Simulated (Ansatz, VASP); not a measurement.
# CdSe (Cadmoselite) in two plane-wave programs, part 2 of 2

Wanted: the spread between two codes on one cell, functional and k mesh. The cell is taken from a series of runs on this material, whose earlier steps may have relaxed, scaled, displaced or heated it; both programs get it as it stands.

VASP 6.6.1 and Ansatz 0.2.0.

So far: Set-up; VASP: relaxation of cell and atoms, PBE.

## Step 3: Ansatz: relaxation of cell and atoms, PBE

Level of this step: Ansatz beside VASP: Kohn-Sham DFT, plane waves, PBE (Ansatz).

Ansatz runs on its PAW soft_1 files.

The same cell, functional, mesh and smearing now go to Ansatz, which takes its cutoff from its data sets.

input.yaml

```yaml
crystal:
  lattice:
    - [4.3825963829, 0.0, 0.0]
    - [-2.1912981915, 3.7954398021, 0.0]
    - [0.0, 0.0, 7.1557706549]
  atoms:
    - { symbol: Cd, position: [0.3333333333, 0.6666666667, 0.0046149202] }
    - { symbol: Cd, position: [0.6666666667, 0.3333333333, 0.5046149202] }
    - { symbol: Se, position: [0.3333333333, 0.6666666667, 0.3803850798] }
    - { symbol: Se, position: [0.6666666667, 0.3333333333, 0.8803850798] }
kpoints:
  mp_grid: { grid: [9, 9, 6] }
hamiltonian:
  xc: pbe
  pseudopotentials: { kind: paw, azcp: { folder: soft_1 } }
scf:
  occupations: { method: gaussian, width: 0.02 }
output:
  forces: true
  stress: true
  eigenvalues: true
  write_density: true
  write_potential: true
  elf: true
  volumetric_format: npy
relax:
  adjacent_minimum: "off"
  f_tol: 0.005
  max_steps: 80
  cell: { stress_tol: 0.05 }
```

Launch:

```console
$ ansatz run input.yaml --threads 4 --pin off --max-ram 8192MiB --backend cpu --events-out ev --progress --plain --runs-dir out
```

Numbers of over 12 decimals in the logs are rounded to 6 here.

The log of the run:

```text
Engine: ansatz 0.2.0, x86_64-unknown-linux-gnu
Pseudopotentials: kind: paw
Pseudopotential: Cd, paw, valence charge 20, recommended cutoff 420 eV (normal), soft_1/Cd.paw.azcp
Pseudopotential: Se, paw, valence charge 16, recommended cutoff 420 eV (normal), soft_1/Se.paw.azcp
Functional definition: PBE
  parameter kappa = 0.804
  parameter beta = 0.066725
  exchange = pbe_x(kappa = kappa, mu = beta*pi^2/3)
  correlation = pbe_c(beta = beta)
Crystal: 4 atoms, lattice volume = 119.028 Å³
Basis set: ecut = 420 eV, 2333 PW (Γ), exchange–correlation on 60×60×96 points (8 copies of the dense FFT grid, shifted against one another)
Bands: 44, of which v1, the nominal top of the filled ones, is band 36 counted from 1 (35 counted from 0)
Symmetry: 12 space group operations
Space group: P63mc (ITA 186), of the structure as read, at distance tolerance 4.9e-5 Å
k-points: 48 of 486 (time reversal used)
Non-local potential: Cd, projectors of the file, l = 0: 3, l = 1: 2, l = 2: 2, l = 3: 1
Non-local potential: Se, projectors of the file, l = 0: 2, l = 1: 2, l = 2: 3, l = 3: 1
PAW form: soft (Blöchl's): semilocal exchange-correlation on the pseudo side does not see the compensation charge
PAW one-centre angular grid: Cd, 590 points (default); XC on 64 Gauss nodes
PAW one-centre angular grid: Se, 590 points (default); XC on 64 Gauss nodes
Initial density: superposition of atomic densities (chi_scale 0.1, normalization cell, long waves kept (reshape's long-wave potential 0.00 eV rms))
Initial wavefunctions: pseudopotential atomic-orbital guess
Functional: x = pbe(κ = 0.804, μ = 0.219515), c = pbe(β = 0.066725)
SCF iter   1: F=—  HF=-27450.871855 eV  |F-HF|=—  |Δ(HF+E_count)|=         —  Δρ=5.00e-2  dr2=2.99e0  ethr=3.10e-3  ⟨swp⟩=6.5  Hψ=7826  notcnv=0
preconditioner: auto → Resta (q_TF=auto, 2.509 Å⁻¹)  ε∞=3.6  [insulator: Δε(μ)=0.160 eV  Ē_g=12.657 eV  σ=0.020 eV  W_gap=1.00  n_scr=34 (ndim 8)  ℏωp=20.4 eV  f_vac=0.185  D(μ)=0.00/eV (n_scr^D=0)  ε∞_Penn≈3.6]
SCF iter   2: F=—  HF=-27449.852515 eV  |F-HF|=—  |Δ(HF+E_count)|=    1.02e0  Δρ=1.80e-2  dr2=2.77e-1  ethr=3.10e-3  ⟨swp⟩=3.0  Hψ=3676  notcnv=0  defer=140
SCF iter   3: F=—  HF=-27449.760670 eV  |F-HF|=—  |Δ(HF+E_count)|=   9.18e-2  Δρ=8.00e-3  dr2=5.09e-2  ethr=3.85e-4  ⟨swp⟩=3.0  Hψ=3824  notcnv=0  defer=140
SCF iter   4: F=—  HF=-27449.751916 eV  |F-HF|=—  |Δ(HF+E_count)|=   8.75e-3  Δρ=1.18e-3  dr2=3.66e-3  ethr=7.07e-5  ⟨swp⟩=2.3  Hψ=3826  notcnv=0  defer=142
SCF iter   5: F=—  HF=-27449.752386 eV  |F-HF|=—  |Δ(HF+E_count)|=   4.70e-4  Δρ=6.08e-4  dr2=5.45e-4  ethr=5.08e-6  ⟨swp⟩=2.0  Hψ=3556  notcnv=0  defer=142
SCF iter   6: F=—  HF=-27449.752811 eV  |F-HF|=—  |Δ(HF+E_count)|=   4.25e-4  Δρ=2.45e-4  dr2=1.14e-4  ethr=7.56e-7  ⟨swp⟩=2.0  Hψ=3497  notcnv=0  defer=142
SCF iter   7: F=—  HF=-27449.753037 eV  |F-HF|=—  |Δ(HF+E_count)|=   2.26e-4  Δρ=4.97e-5  dr2=3.91e-6  ethr=1.59e-7  ⟨swp⟩=2.0  Hψ=3020  notcnv=0  defer=142
SCF iter   8: F=—  HF=-27449.753031 eV  |F-HF|=—  |Δ(HF+E_count)|=   6.46e-6  Δρ=1.07e-5  dr2=1.61e-7  ethr=5.43e-9  ⟨swp⟩=2.0  Hψ=3337  notcnv=0  defer=142
SCF iter   9: F=-27449.753031 eV  HF=-27449.753031 eV  |F-HF|=2.68e-8  |Δ(HF+E_count)|=   6.77e-7  Δρ=2.10e-6  dr2=8.64e-9  ethr=1.39e-10  ⟨swp⟩=14.8  Hψ=16123  notcnv=0
SCF 1 converged in 9 iterations: F = -27449.753031 eV  dr2 = 8.64e-9
  greatest PAW one-centre occupation: 1.000 electrons in one spin orbital (limit 2), on the Cd atom at site 0 (counted from 0), in its partial waves of l = 0
relax step   1: F+E_penalty+E_count = -27449.75303131 eV  Δ(F+E_penalty+E_count) = +0.000e0 eV  max|allowed force component| = 2.146e-3 eV/Å  Δτ_max = 0.0000 Å  P = +0.003 GPa  Ω = 119.028 Å³  (9 SCF iters, dr2 threshold 1.00e-7 eV, accepted)
Initial density: handed on by an earlier stage of this run
Initial wavefunctions: pseudopotential atomic-orbital guess (no wavefunctions were taken with the density)
iter 1 solved again at ethr=1.24e-7 eV; its pass at ethr=3.10e-3 eV (dr2=8.94e-5 eV) is discarded
SCF iter   1: F=—  HF=-27449.753027 eV  |F-HF|=—  |Δ(HF+E_count)|=         —  Δρ=2.43e-6  dr2=9.03e-9  ethr=1.24e-7  ⟨swp⟩=3.0  Hψ=14222  notcnv=0
eigensolver tolerance schedule: the retry pair's looser diagonalisation over-reported the residual by 9902.05 of it (diagonalisation noise at 0.66 of the residual, at the tolerance the schedule requests for it); recorded, not acted on — ethr = c·dr2/N_el stays at c = 1.0e-1
preconditioner: auto → Resta (q_TF=auto, 2.509 Å⁻¹)  ε∞=3.9  [insulator: Δε(μ)=0.542 eV  Ē_g=11.898 eV  σ=0.020 eV  W_gap=1.00  n_scr=34 (ndim 8)  ℏωp=20.4 eV  f_vac=0.217  D(μ)=0.00/eV (n_scr^D=0)  ε∞_Penn≈3.9]
SCF iter   2: F=—  HF=-27449.753031 eV  |F-HF|=—  |Δ(HF+E_count)|=   4.80e-6  Δρ=1.52e-6  dr2=4.67e-9  ethr=1.25e-11  ⟨swp⟩=2.5  Hψ=4070  notcnv=0
SCF iter   3: F=—  HF=-27449.753031 eV  |F-HF|=—  |Δ(HF+E_count)|=   1.49e-8  Δρ=8.06e-7  dr2=1.03e-9  ethr=6.49e-12  ⟨swp⟩=2.0  Hψ=2950  notcnv=0
SCF iter   4: F=—  HF=-27449.753031 eV  |F-HF|=—  |Δ(HF+E_count)|=   2.48e-9  Δρ=5.24e-7  dr2=8.20e-11  ethr=1.43e-12  ⟨swp⟩=2.0  Hψ=2976  notcnv=0
SCF iter   5: F=-27449.753031 eV  HF=-27449.753031 eV  |F-HF|=6.91e-11  |Δ(HF+E_count)|=  1.02e-10  Δρ=3.07e-7  dr2=3.20e-11  ethr=1.00e-12  ⟨swp⟩=5.0  Hψ=9103  notcnv=0
SCF 2 converged in 5 iterations: F = -27449.753031 eV  dr2 = 3.20e-11
  greatest PAW one-centre occupation: 1.000 electrons in one spin orbital (limit 2), on the Cd atom at site 1 (counted from 0), in its partial waves of l = 0
relax step   2: F+E_penalty+E_count = -27449.75303132 eV  Δ(F+E_penalty+E_count) = -5.359e-9 eV  max|allowed force component| = 2.150e-3 eV/Å  Δτ_max = 0.0000 Å  P = +0.003 GPa  Ω = 119.028 Å³  stress off target by 1.13e-2 GPa  SCF on the basis re-selected at this cell (its energy is not comparable with the rows above)  (5 SCF iters)
basis re-selected at this cell: Δ(F+E_penalty+E_count) = -5.359e-9 eV, ΔP = -0.000 GPa vs the last step (what re-selecting the basis moved, of the pressure what is left beyond the Pulay correction that the steps carried, after the strain that the cell walked since its last selection, with what the two solves' SCF thresholds leave and, on support functions, any second-order correction that the steps lacked; it is no m [...]
SCF converged after 5 iterations
Free energy (F): -27449.753031 eV
Harris-Foulkes:  -27449.753031 eV  (|F-HF|=6.91e-11)
Internal energy: -27449.753031 eV  (E = F + TS)
E sigma→0 (E₀):  -27449.753031 eV
Fermi energy:    6.794229 eV
--- Per-component energies (eV) ---
  E_band       = -1839.839510
  E_kinetic    = 1101.146608
  E_local      = -13535.169760  (includes V_loc(G=0)·N_el)
  E_nonlocal   = -468.210221
  E_hartree    = 6563.067742
  E_xc         = -482.921476
  E_vxc        = -572.295537  (∫ρ·V_xc dr)
  E_paw        = -12459.054355  (= ΣΔE_a)
  E_vpaw       = -1491.445719  (= ΣTr[D̂ρ^β])
  E_aug_tail   = -0.000152  (compensation charges beyond the density's cutoff)
  E_ewald      = -8168.611418
  E_smearing   = -0.000000  (= −TS)
  E_closure    = -0.000000  (closes the sum)
  Σ components = -27449.753031   (vs F -27449.753031, Δ=0.00e0)
--- Forces (eV/Å), atoms counted from 1 ---
  atom   1  Cd     0.00000000     0.00000000     0.00214970
  atom   2  Cd     0.00000000    -0.00000000     0.00214970
  atom   3  Se    -0.00000000     0.00000000    -0.00215052
  atom   4  Se    -0.00000000    -0.00000000    -0.00215052
  max |Σ_I F_I| component: 1.64e-6 eV/Å
--- Stress (GPa, compression-positive) ---
        0.010321       0.000000       0.000000
        0.000000       0.010321       0.000000
        0.000000       0.000000      -0.011334
  P = ⅓ Tr σ = 0.0031 GPa (0.031 kbar)
--- Band table (eV; the first three rows and the last of 48) ---
  k-point 0: bands = [... 32 lower, 5.8379, 6.4792, 6.5230, 6.5230, 7.0650, 8.6705, 12.3891, 12.3891, ... 4 higher]
  k-point 1: bands = [... 32 lower, 5.8803, 5.8803, 6.4731, 6.4731, 7.7208, 8.7105, 12.4124, 12.4267, ... 4 higher]
  k-point 2: bands = [... 32 lower, 5.9985, 5.9985, 6.3402, 6.3402, 8.4321, 8.7959, 12.1109, 12.5507, ... 4 higher]
  k-point 47: bands = [... 32 lower, 4.3192, 4.3192, 5.5097, 5.5097, 10.1826, 10.1826, 12.3286, 12.3286, ... 4 higher]
--- Relaxed structure (1 steps of the walk, 1 accepted, 1 SCFs on fresh bases) ---
  F+E_penalty+E_count = -27449.75303132 eV   max|allowed force component| = 2.150e-3 eV/Å   (the final SCF, on the basis selected at the relaxed cell)
  cell:  # Å, volume = 119.0282 Å³
    - [4.382596, 2.8867485031494593e-11, 0.0]
    - [-2.191298, 3.795440, 0.0]
    - [0.0, 0.0, 7.1557706549]
  atoms:
    - { symbol: Cd, position: [0.333333, 0.666667, 0.0046149202] }
    - { symbol: Cd, position: [0.666667, 0.333333, 0.5046149202] }
    - { symbol: Se, position: [0.333333, 0.666667, 0.3803850798] }
    - { symbol: Se, position: [0.666667, 0.333333, 0.8803850798] }
```

## Step 4: Differences

Known differences besides the potentials themselves: the data sets hold 72 valence electrons in Ansatz (on its PAW soft_1 files) and 36 in VASP; the cutoff is 420 eV in Ansatz and 500 eV in VASP; Ansatz adds a Pulay correction to the stress that steers its cell, VASP none. Total energies have different zeros and are not compared.

Both answers:

| quantity | Ansatz | VASP | difference |
| --- | --- | --- | --- |
| volume (Å³) | 119.03 | 119.68 | -0.54 % |
| edge a after relaxation, in the typed setting (Å) | 4.383 | 4.391 | -0.19 % |
| edge c after relaxation, in the typed setting (Å) | 7.156 | 7.168 | -0.17 % |

## Step 5: Summary of results

```json
{
  "difference in volume (relaxation of cell and atoms, PBE)": "-0.54 %"
}
```

In words: The difference in volume is -0.54 % (relaxation of cell and atoms, PBE), within the 1.2 % picked in this series as the mark of a large difference, as far as the stopping tolerances let one tell. The data sets hold unlike numbers of valence electrons (72 in Ansatz and 36 in VASP), so part of the differences comes from the potentials. How closely two codes agree says nothing of how well the functional describes the real material.

[Lines on the potential files, build, host, timing and source positions are cut from VASP's logs without a mark.]

[Logs are printed without paths, hosts, clocks, repeated set-up lines and the standing remarks that a program may print on its own settings, such as how far it seeks lower states.]

[Hosts, paths, dates, database ids (printed as entryN), source tags and the programs' standing remarks are cut or masked in the printed files.]
